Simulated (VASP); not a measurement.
VASP runs on MnO (space group Fm-3m) share one base input (PBE GGA, plane waves, VASP's PBE PAW potentials (set 64)) and change the settings named in each case.

**INCAR**
```
! general
SYSTEM  = MnO
PREC    = Accurate
ENCUT   = 400   ! plane-wave cut-off (eV)
LREAL   = .False.   ! projection in real space or not
LASPH   = .True.   ! aspherical one-centre terms

! electronic loop
EDIFF   = 1E-6
NELM    = 100
ALGO    = Normal
LMAXMIX = 4

! smearing
ISMEAR  = -1   ! Fermi-Dirac
SIGMA   = 0.05   ! width (eV)

! functional
GGA     = PE   ! PBE

! spin
ISPIN   = 2
MAGMOM  = 5.0 -5.0 0.0 0.0

! ions
ISIF    = 2   ! forces and stress, cell fixed

! output
LWAVE   = .False.
LCHARG  = .False.
LORBIT  = 11   ! lm-projected
```

KPOINTS:
```
kpoints
0
G
  5 5 5
```

POSCAR:
```
MnO
1
    4.4804040000     2.2402020000     2.2402020000
    2.2402020000     4.4804040000     2.2402020000
    2.2402020000     2.2402020000     4.4804040000
Mn O
2 2
Direct
  0.0000000000   0.0000000000   0.0000000000
  0.5000000000   0.5000000000   0.5000000000
  0.2500000000   0.2500000000   0.2500000000
  0.7500000000   0.7500000000   0.7500000000
```

POTCAR, in this order: Mn_pv O (PBE.64 set). Program: vasp_std.

| change | E(σ→0) (eV/atom) | pressure (GPa) | −TS (eV) |
|---|---|---|---|
| base run | -8.2797 | -9.03 | 0.0000 |
| GGA = PS | -8.6672 | -15.59 | 0.0000 |
| KPOINTS 2×2×2 Γ-centred mesh | -8.1388 | -8.40 | -0.0002 |
| LDAU = .TRUE., LDAUJ = 0 0, LDAUL = 2 -1, LDAUTYPE = 2, LDAUU = 6.0 0 | -7.5716 | -2.08 | 0.0000 |
 Energies of different potentials or functionals have different zeros.  At 400 eV the pressure can carry a Pulay error.

Left out are runs that ran out of time, are held back, or changed the cell or the kind of run, fixed moments of cells without a moment, rows past the twelfth, gaps on odd meshes, pressures of charged cells and columns that move by less than the noise.

The structure is a typed MnO crystal (Fm-3m). The cell was not relaxed at this level, its lattice was scaled by up to 2.5 %. The spin order is the one that the start imposed; others were not tried in this run.
